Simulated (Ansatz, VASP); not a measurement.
# BiAs: VASP beside Ansatz, part 2 of 2

One calculation is typed for both programs; each brings its own data sets and cutoff. How far apart do they land? The cell is invented: As first built, before any earlier steps moved the atoms (in the runner's words): it takes the AsP structure with some of its atoms replaced by other elements, volume scaled by an estimate. It may not be a known or stable phase. The cell is taken from a series of VASP runs on this material, whose earlier steps may have relaxed, scaled or displaced it; both programs get it as it stands.

VASP 6.6.1 and Ansatz 0.2.0.

So far: The starting structure; VASP: band structure, r2SCAN0.

## Step 3: Ansatz: band structure, r2SCAN0

Level of this step: Ansatz beside VASP: Kohn-Sham DFT, plane waves, r2SCAN0 (Ansatz).

Ansatz runs on its default PAW (the set named soft_2) files.

The same cell, functional, mesh and smearing now go to Ansatz, which takes its cutoff from its data sets.

File input.yaml:

```yaml
crystal:
  lattice:
    - [2.1264006924, 1.2276782936, 3.682590575]
    - [-2.1264006924, 1.2276782936, 3.682590575]
    - [0.0, -2.4553565871, 3.682590575]
  atoms:
    - { symbol: Bi, position: [0.2317986543, 0.2317986543, 0.2317986543] }
    - { symbol: As, position: [0.7682013457, 0.7682013457, 0.7682013457] }
hamiltonian:
  xc: r2scan0
  pseudopotentials: { kind: paw }
kpoints:
  mp_grid: { grid: [4, 4, 4] }
  band_path:
    path:
      - [0.0, 0.0, 0.0]
      - [0.4, 0.0, 0.0]
      - [0.5, 0.0, 0.0]
      - [0.5, 0.14446, -0.14446]
      - [0.65554, 0.5, 0.34446]
      - [0.55185, 0.5, 0.44815]
      - [0.4, 0.4, 0.4]
      - [0.0, 0.0, 0.0]
      - [0.2963, 0.0, -0.2963]
      - [0.55185, 0.44815, 0.0]
      - [0.55185, 0.55185, 0.0963]
      - [0.6037, 0.6037, 0.29261]
      - [0.5, 0.0, 0.0]
      - [0.75924, 0.37038, 0.37038]
    npoints: 1
scf:
  occupations: { method: gaussian, width: 0.02 }
  n_extra_bands: 7
output:
  forces: true
  stress: true
  eigenvalues: true
```

Run with:

```
$ ansatz run input.yaml --threads 4 --pin off --max-ram 9216MiB --backend cpu --events-out ev --progress --plain --runs-dir out
```

Numbers of over 12 decimals in the logs are rounded to 6 here.

The log of the run:

```text
Warning: output.stress: scf.convergence.dr2_threshold = 1e-7 eV (the SCF's general default) is looser than the 2e-10 eV advised for a printed stress (1e-10 eV for each atom of the cell: 2). What an SCF threshold leaves in a stress goes as its square root, and in the free energy as the threshold itself, and one threshold admits the most on a small cell: [figures from the program's tests cut] Set scf.convergence.dr2_threshold to 2e-10 eV or tighter. The threshold is an SCF's pass mark: one that does not reach it within its budget of iterations ends unconverged, or closes short of it on a stop that the run arms, and scf.convergence.dr2_threshold's page says what that costs each kind of run
Warning: output.stress: scf.exx.energy_threshold = 1e-6 eV is looser than the 2e-8 eV advised for a stress under a hybrid functional (1e-8 eV for each atom of the cell: 2). Every SCF of the exchange loop can meet its threshold on dr2 while the loop round them stops early: no threshold on dr2 bounds what that leaves in the stress. Set scf.exx.energy_threshold to 2e-8 eV or tighter. The threshold is the loop's pass mark: a loop that does not reach it within its budget of cycles ends unconverged, and scf.exx.energy_threshold's page has the law
scf.n_extra_bands = 7 over 15 filled bands (N_el = 30.0): the run solves 22 bands
Engine: ansatz 0.2.0, aarch64-unknown-linux-gnu
Pseudopotentials: kind: paw
Pseudopotential: Bi, paw, valence charge 15, recommended cutoff 500 eV (meta_gga), Bi.paw.azcp
Pseudopotential: As, paw, valence charge 15, recommended cutoff 500 eV (meta_gga), As.paw.azcp
Functional definition: r2SCAN0
  parameter a = 0.25
  parameter k0 = 0.174
  parameter k1 = 0.065
  parameter a1 = 4.9479
  exchange = (1 - a)*r2scan_x(k0 = k0, k1 = k1, a1 = a1) + a*exact_x
  correlation = r2scan_c
Crystal: 2 atoms, lattice volume = 57.681 Å³
Basis set: ecut = 500 eV, 1471 PW (Γ), exchange–correlation on 144×144×144 points (64 copies of the dense FFT grid, shifted against one another)
Bands: 22, of which v1, the nominal top of the filled ones, is band 15 counted from 1 (14 counted from 0)
Symmetry: 6 space group operations
Space group: R3m (ITA 160), of the structure as read, at distance tolerance 3.9e-5 Å
k-points: 13 of 64 (time reversal used)
Non-local potential: Bi, projectors of the file, l = 0: 2, l = 1: 2, l = 2: 2, l = 3: 2
Non-local potential: As, projectors of the file, l = 0: 2, l = 1: 2, l = 2: 3, l = 3: 1
PAW form: soft (Blöchl's): semilocal exchange-correlation on the pseudo side does not see the compensation charge
PAW frozen core: Bi, regenerated for the run's functional, and the local potential with it (the file was generated under x = pbe(κ = 0.804, μ = 0.219515), c = pbe(β = 0.066725))
PAW frozen core: As, regenerated for the run's functional, and the local potential with it (the file was generated under x = pbe(κ = 0.804, μ = 0.219515), c = pbe(β = 0.066725))
PAW one-centre angular grid: Bi, 590 points (default); XC on 160 Gauss nodes
PAW one-centre angular grid: As, 590 points (default); XC on 160 Gauss nodes
Initial density: superposition of atomic densities (neutral atoms: chi_scale 0, normalization atom), corrected by the library's trained network
Initial wavefunctions: pseudopotential atomic-orbital guess
Functional: x = r2scan, c = r2scan; τ floored in thin density (d = 2e-4 eV/Å³), warm-up for x = 0.75 r2scan + 0.25 exact, c = r2scan; τ floored in thin density (d = 2e-4 eV/Å³)
SCF iter   1: F=—  HF=-17275.740724 eV  |F-HF|=—  |Δ(HF+E_count)|=         —  Δρ=3.37e-3  dr2=6.83e-3  dr2_τ=2.43e-3  ethr=1.77e-3  ⟨swp⟩=13.8  Hψ=1447  notcnv=0
preconditioner: auto → none  [insulator: Δε(μ)=0.310 eV  Ē_g=12.451 eV  σ=0.020 eV  W_gap=1.00  n_scr=14 (ndim 8)  ℏωp=15.5 eV  f_vac=0.004  D(μ)=0.00/eV (n_scr^D=0)]
SCF iter   2: F=—  HF=-17275.746359 eV  |F-HF|=—  |Δ(HF+E_count)|=   5.63e-3  Δρ=1.59e-3  dr2=1.06e-3  dr2_τ=8.94e-5  ethr=2.28e-5  ⟨swp⟩=5.1  Hψ=907  notcnv=0  defer=10
SCF iter   3: F=—  HF=-17275.746648 eV  |F-HF|=—  |Δ(HF+E_count)|=   2.89e-4  Δρ=8.12e-4  dr2=3.05e-4  dr2_τ=9.56e-6  ethr=3.54e-6  ⟨swp⟩=3.3  Hψ=654  notcnv=0  defer=4
iter 4 solved again at ethr=7.38e-8 eV; its pass at ethr=1.02e-6 eV (dr2=2.22e-5 eV) is discarded
SCF iter   4: F=—  HF=-17275.746789 eV  |F-HF|=—  |Δ(HF+E_count)|=   1.41e-4  Δρ=2.68e-4  dr2=2.10e-5  dr2_τ=1.50e-6  ethr=7.38e-8  ⟨swp⟩=4.0  Hψ=1243  notcnv=0
SCF iter   5: F=-17275.746810 eV  HF=-17275.746810 eV  |F-HF|=4.91e-7  |Δ(HF+E_count)|=   2.02e-5  Δρ=5.08e-5  dr2=8.29e-7  dr2_τ=4.58e-8  ethr=6.98e-8  ⟨swp⟩=3.1  Hψ=547  notcnv=0
SCF 1 stopped early in 5 iterations: F = -17275.746810 eV  dr2 = 8.29e-7
  greatest PAW one-centre occupation: 0.999 electrons in one spin orbital (limit 2), on the As atom at site 1 (counted from 0), in its partial waves of l = 2
Initial density: handed on by an earlier stage of this run
Initial wavefunctions: those handed on with the density
Functional: x = 0.75 r2scan + 0.25 exact, c = r2scan; τ floored in thin density (d = 2e-4 eV/Å³)
Frozen-core exchange: fock
SCF iter   1: F=—  HF=-17272.293862 eV  |F-HF|=—  |Δ(HF+E_count)|=         —  Δρ=3.67e-3  dr2=3.75e-3  dr2_τ=1.88e-4  ethr=2.76e-8  ⟨swp⟩=12.6  Hψ=1843  notcnv=0
preconditioner: auto → none  [insulator: Δε(μ)=0.982 eV  Ē_g=14.184 eV  σ=0.020 eV  W_gap=1.00  n_scr=14 (ndim 8)  ℏωp=15.5 eV  f_vac=0.006  D(μ)=0.00/eV (n_scr^D=0)]
SCF iter   2: F=—  HF=-17272.291295 eV  |F-HF|=—  |Δ(HF+E_count)|=   2.57e-3  Δρ=1.19e-3  dr2=8.88e-4  dr2_τ=1.08e-5  ethr=2.76e-8  ⟨swp⟩=5.0  Hψ=1086  notcnv=0
SCF iter   3: F=—  HF=-17272.291282 eV  |F-HF|=—  |Δ(HF+E_count)|=   1.27e-5  Δρ=4.54e-4  dr2=9.63e-4  dr2_τ=2.88e-6  ethr=2.76e-8  ⟨swp⟩=4.6  Hψ=947  notcnv=0
SCF iter   4: F=—  HF=-17272.297070 eV  |F-HF|=—  |Δ(HF+E_count)|=   5.79e-3  Δρ=6.36e-4  dr2=1.59e-4  dr2_τ=2.94e-6  ethr=2.76e-8  ⟨swp⟩=5.0  Hψ=1092  notcnv=0
[...]
SCF iter   6: F=—  HF=-17272.297416 eV  |F-HF|=—  |Δ(HF+E_count)|=   3.69e-4  Δρ=1.85e-4  dr2=4.94e-5  dr2_τ=1.91e-7  ethr=1.90e-8  ⟨swp⟩=4.1  Hψ=722  notcnv=0
SCF iter   7: F=—  HF=-17272.297496 eV  |F-HF|=—  |Δ(HF+E_count)|=   8.06e-5  Δρ=1.28e-4  dr2=1.65e-5  dr2_τ=1.56e-7  ethr=1.90e-8  ⟨swp⟩=3.8  Hψ=649  notcnv=0
SCF iter   8: F=-17272.297528 eV  HF=-17272.297530 eV  |F-HF|=2.62e-6  |Δ(HF+E_count)|=   3.40e-5  Δρ=4.64e-5  dr2=2.53e-6  dr2_τ=4.68e-8  ethr=1.90e-8  ⟨swp⟩=4.1  Hψ=791  notcnv=0
SCF 2 stopped early in 8 iterations: F = -17272.297528 eV  dr2 = 2.53e-6
  Residual-converged pass: ⟨swp⟩=4.0  Hψ=740  notcnv=0  max |occ|·‖R‖ = 6.0e-6 eV (tolerance 6.7e-6 eV)  dr2=2.53e-6  dr2_τ=4.75e-8  dr2_onsite=9.70e-7  max |Δocc| = 1.5e-296
hybrid outer 1: dexx = +8.002e-3 eV, tail = 3.40e-5 eV
Frozen-core exchange: fock
SCF iter   1: F=—  HF=-17272.297533 eV  |F-HF|=—  |Δ(HF+E_count)|=         —  Δρ=2.82e-5  dr2=3.83e-7  dr2_τ=1.15e-8  ethr=5.67e-7  ⟨swp⟩=4.6  Hψ=681  notcnv=0
preconditioner: auto → none  [insulator: Δε(μ)=1.036 eV  Ē_g=14.189 eV  σ=0.020 eV  W_gap=1.00  n_scr=14 (ndim 8)  ℏωp=15.5 eV  f_vac=0.004  D(μ)=0.00/eV (n_scr^D=0)]
SCF iter   2: F=—  HF=-17272.297535 eV  |F-HF|=—  |Δ(HF+E_count)|=   1.12e-6  Δρ=1.83e-5  dr2=2.02e-7  dr2_τ=6.55e-9  ethr=7.57e-10  ⟨swp⟩=4.5  Hψ=973  notcnv=0
SCF iter   3: F=—  HF=-17272.297535 eV  |F-HF|=—  |Δ(HF+E_count)|=   1.29e-7  Δρ=6.38e-6  dr2=3.15e-8  dr2_τ=1.05e-9  ethr=4.95e-10  ⟨swp⟩=3.4  Hψ=536  notcnv=0  defer=5
SCF iter   4: F=—  HF=-17272.297535 eV  |F-HF|=—  |Δ(HF+E_count)|=   3.45e-8  Δρ=1.77e-6  dr2=3.17e-9  dr2_τ=7.00e-11  ethr=6.17e-11  ⟨swp⟩=4.2  Hψ=714  notcnv=0  defer=7
SCF iter   5: F=-17272.297535 eV  HF=-17272.297535 eV  |F-HF|=3.06e-10  |Δ(HF+E_count)|=   4.06e-9  Δρ=7.88e-7  dr2=4.24e-10  dr2_τ=1.41e-11  ethr=6.19e-12  ⟨swp⟩=4.4  Hψ=766  notcnv=0  defer=1
SCF 3 converged in 5 iterations: F = -17272.297535 eV  dr2 = 4.24e-10
  Residual-converged pass: ⟨swp⟩=3.2  Hψ=666  notcnv=0  max |occ|·‖R‖ = 4.3e-7 eV (tolerance 4.3e-7 eV)  dr2=4.30e-10  dr2_τ=1.38e-11  dr2_onsite=2.30e-10  max |Δocc| = 8.9e-301
hybrid outer 2: dexx = +1.314e-6 eV, tail = 1.72e-8 eV, Δε = 4.39e-3 eV (about 1.89e-4 eV left of the loop's levels), ΔF = 8.16e-3 eV/Å (tail 1.23e-3)
Frozen-core exchange: fock
SCF iter   1: F=—  HF=-17272.297535 eV  |F-HF|=—  |Δ(HF+E_count)|=         —  Δρ=1.04e-6  dr2=6.13e-10  dr2_τ=1.31e-11  ethr=2.86e-10  ⟨swp⟩=6.6  Hψ=719  notcnv=0
SCF iter   2: F=-17272.297535 eV  HF=-17272.297535 eV  |F-HF|=6.91e-11  |Δ(HF+E_count)|=  2.62e-10  Δρ=6.85e-7  dr2=2.89e-10  dr2_τ=1.09e-11  ethr=1.59e-12  ⟨swp⟩=4.1  Hψ=784  notcnv=0  defer=1
SCF 4 converged in 2 iterations: F = -17272.297535 eV  dr2 = 2.89e-10
  Residual-converged pass: ⟨swp⟩=3.0  Hψ=609  notcnv=0  max |occ|·‖R‖ = 3.7e-7 eV (tolerance 4.3e-7 eV)  dr2=2.89e-10  dr2_τ=1.10e-11  dr2_onsite=1.60e-11  max |Δocc| = 1.2e-302
hybrid outer 3: dexx = +7.105e-10 eV, tail = 6.35e-10 eV, Δε = 9.27e-5 eV (about 4.00e-5 eV left of the loop's levels), ΔF = 8.69e-5 eV/Å (tail 1.65e-4)
NSCF: frozen V_eff on 14 k-points
hybrid SCF converged: 3 outer / 15 inner (+5 warm-up), last move |dexx| = 7.10e-10 eV, tail = 6.35e-10 eV
Stability not checked: this state was not tested for a lower state beside it, because the functional holds exact exchange (a hybrid, or Hartree-Fock), whose exchange loop this test does not read (fock_operator; see scf.lower_state_search)
Free energy (F): -17272.297535 eV
Frozen-core exchange: fock
Harris-Foulkes:  -17272.297535 eV  (|F-HF|=6.91e-11)
Internal energy: -17272.297535 eV  (E = F + TS)
E sigma→0 (E₀):  -17272.297535 eV
Fermi energy:    9.407479 eV
--- Per-component energies (eV) ---
  E_band       = -445.963110
  E_kinetic    = 400.784242
  E_local      = -3317.072931  (includes V_loc(G=0)·N_el)
  E_nonlocal   = -108.261280
  E_hartree    = 1476.781034
  E_xc         = -166.502403
  E_vxc        = -183.410811  (∫ρ·V_xc dr)
  E_exx        = -108.193949  (= α·E_x^exact, valence–valence)
  E_paw        = -12471.737797  (= ΣΔE_a)
  E_vpaw       = 14.495868  (= ΣTr[D̂ρ^β])
  E_aug_tail   = -0.000276  (compensation charges beyond the density's cutoff)
  E_vtau       = 10.327958  (kinetic-family band-sum trace: ∫τ·v_τ [+ j·A + Jᵃ·Aᵃ] dr)
  E_ewald      = -2977.072559
  E_core_change = -1.021617  (= ΣΔE_core)
  E_smearing   = -0.000000  (= −TS)
  E_closure    = -0.000000  (closes the sum)
  Σ components = -17272.297535   (vs F -17272.297535, Δ=0.00e0)
--- Forces (eV/Å), atoms counted from 1 ---
  atom   1  Bi    -0.00000000    -0.00000000    -0.58455254
  atom   2  As     0.00000000     0.00000000     0.58455815
  max |Σ_I F_I| component: 5.61e-6 eV/Å
--- Stress (GPa, compression-positive) ---
       -3.205572       0.000000      -0.000000
        0.000000      -3.205572       0.000000
        0.000000       0.000000      -1.826159
  P = ⅓ Tr σ = -2.7458 GPa (-27.458 kbar)
--- Band table (eV; the first three rows and the last of 13) ---
  k-point 0: bands = [... 11 lower, 1.8106, 7.1748, 7.2759, 7.2759, 12.8900, 13.7341, 13.7341, 16.9562, ... 3 higher]
  k-point 1: bands = [... 11 lower, -0.1262, 7.1933, 7.2096, 7.9741, 11.5420, 12.2173, 12.3912, 16.4447, ... 3 higher]
  k-point 2: bands = [... 11 lower, -2.8060, 7.1748, 7.2507, 8.8895, 9.9255, 10.8964, 11.3530, 19.1351, ... 3 higher]
  k-point 12: bands = [... 11 lower, -1.9311, 7.8641, 7.8641, 8.4735, 10.8387, 10.8387, 11.0070, 18.5085, ... 3 higher]
```

Run time: 38 s. Hardware: 4 threads of Arm Neoverse V2, shared host; peak memory 1.3 GiB; 2.3 min of CPU time.

## Step 4: Comparison

Known differences besides the potentials themselves: exact exchange at q = 0 is treated differently, which shows on coarse meshes; VASP keeps PBE cores, Ansatz makes them for the functional; the data sets hold 30 valence electrons in Ansatz (default PAW (the set named soft_2) files) and 20 in VASP; the cutoff is 500 eV in Ansatz and 400 eV in VASP; VASP takes a coarser grid for exact exchange (PRECFOCK = Fast). Total energies have different zeros and are not compared.

Compared:

```tsv
quantity	Ansatz	VASP	difference
gap over the path points (eV)	0.689	0.698	-0.009
```

Forces (eV/Å; atoms numbered as in POSCAR):

```tsv
atom	Ansatz x, y, z	VASP x, y, z
Bi1	0.000, 0.000, -0.585	0.000, 0.000, -0.600
As2	0.000, 0.000, 0.585	0.000, 0.000, 0.600
```

Levels at points of the path, from each program's valence-band top (eV; 4 filled, then empty):

```tsv
k (reciprocal lattice)	Ansatz	VASP
0.000 0.000 0.000	-7.43 -2.06 -1.96 -1.96 3.65 4.50 4.50	-7.48 -2.06 -1.97 -1.97 3.68 4.54 4.54
0.400 0.000 0.000	-11.21 -2.06 -2.00 -0.61 1.06 1.91 2.30	-11.23 -2.04 -1.98 -0.59 1.06 1.92 2.31
0.500 0.000 0.000	-12.04 -2.06 -1.99 -0.35 0.69 1.66 2.12	-12.07 -2.05 -1.96 -0.33 0.70 1.67 2.14
0.500 0.144 -0.144	-12.01 -4.93 -3.71 -1.44 1.86 5.06 5.72	-12.03 -4.92 -3.70 -1.43 1.87 5.05 5.73
0.656 0.500 0.344	-11.04 -5.01 -4.08 -0.35 1.49 5.44 5.82	-11.06 -4.99 -4.06 -0.34 1.49 5.43 5.82
0.552 0.500 0.448	-11.14 -2.71 -1.76 0.00 0.81 2.15 3.28	-11.15 -2.71 -1.75 0.00 0.84 2.17 3.29
0.400 0.400 0.400	-10.75 -1.46 -1.46 -0.81 1.84 1.84 1.91	-10.74 -1.45 -1.45 -0.82 1.87 1.87 1.92
0.000 0.000 0.000	-7.43 -2.06 -1.96 -1.96 3.65 4.50 4.50	-7.48 -2.06 -1.97 -1.97 3.68 4.54 4.54
0.296 0.000 -0.296	-11.58 -5.09 -2.51 -2.30 3.02 3.05 6.28	-11.60 -5.08 -2.49 -2.28 3.01 3.05 6.29
0.552 0.448 0.000	-10.69 -6.03 -3.88 -3.85 3.76 6.29 6.97	-10.70 -6.00 -3.86 -3.83 3.77 6.29 6.98
```

The forces differ by 8.9 meV/Å r.m.s., which is 2.6 % of the r.m.s. force of 0.35 eV/Å (both taken over all components). Among the levels compared at these points, filled levels agree within 55 meV and empty ones within 38 meV.

## Step 5: Results

| Property | Result |
| --- | --- |
| difference in gap over the path points (band structure, r2SCAN0) | -0.0094 eV |
| r.m.s. force difference (band structure, r2SCAN0) | 2.6 % of the r.m.s. force |

What this shows: The r.m.s. force difference is 2.6 % of the r.m.s. force (band structure, r2SCAN0), within the 3 % picked in this series as the mark of a large difference. How closely two codes agree says nothing of how well the functional describes the real material.

[Lines on the potential files, build, host, timing and source positions are cut from VASP's logs without a mark.]

[Logs are printed without paths, hosts, clocks, repeated set-up lines and the standing remarks that a program may print on its own settings, such as how far it seeks lower states.]

[Hosts, paths, dates, database ids (printed as entryN), source tags and the programs' standing remarks are cut or masked in the printed files.]
